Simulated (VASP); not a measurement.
Here is the system:

```
TiSe
1.0
    4.31588     0.00000     0.00000
   -2.15794     3.73767     0.00000
    0.00000     0.00000     7.06842
Ti Se
2 2
Direct
  0.66667   0.33333   0.00000
  0.33333   0.66667   0.50000
  0.66667   0.33333   0.62520
  0.33333   0.66667   0.12520
```

Computed with PBE GGA + U (Dudarev), VASP's PBE PAW potentials (set 64) (plane waves; VASP). Numerical set-up: 400 eV cut-off, 6×6×3 Γ-centred mesh, Gaussian smearing of 0.050 eV, potentials Ti_sv Se, U − J: Ti 1.00 eV.

Problem. Give the force on each atom (eV/Å).

Solution. 
| atom | Fx | Fy | Fz |
|---|---|---|---|
| Ti1 | 0.000 | 0.000 | -0.254 |
| Ti2 | 0.000 | 0.000 | -0.254 |
| Se3 | 0.000 | 0.000 | 0.254 |
| Se4 | 0.000 | 0.000 | 0.254 |

Problem. Give the stress tensor in GPa (positive for a compressed cell).

Solution. 
```
-8.48   0.00   0.00
 0.00  -8.48   0.00
 0.00   0.00  -7.90
```
The pressure is its mean diagonal, -8.28 GPa.

The structure was generated: TiSe was put into the wurtzite type (P6_3mc), which need not be its known phase. The cell was not relaxed at this level. The run is one of a series of settings (LDAU = .TRUE., LDAUJ = 0 0, LDAUL = 2 -1, LDAUTYPE = 2, LDAUU = 1.0 0 against the base run), some of them coarse on purpose.
